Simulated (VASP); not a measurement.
Data:

```yaml
crystal:
  lattice:
    - [0.00000, 1.78681, 1.78681]
    - [1.78681, 0.00000, 1.78681]
    - [1.78681, 1.78681, 0.00000]
  atoms:
    - { symbol: C, position: [0.50000, 0.50000, 0.50000] }
    - { symbol: C, position: [0.75000, 0.75000, 0.75000] }
```

Calculation: PBE GGA, VASP's PBE PAW potentials (set 64) (plane waves; VASP). Settings: 500 eV cut-off, 11×11×11 Γ-centred mesh, Gaussian smearing of 0.050 eV, potentials C.

**Question.** Predict the energy per atom (σ→0).

**Answer.** 
| Quantity | Result |
|---|---|
| energy per atom (σ→0) | -9.093 eV/atom |

The absolute energy has meaning only against runs of the same code, potentials and settings.

The structure comes from a computed database's C entry (Fd-3m); how it stands against other phases isn't given here. It was relaxed first.
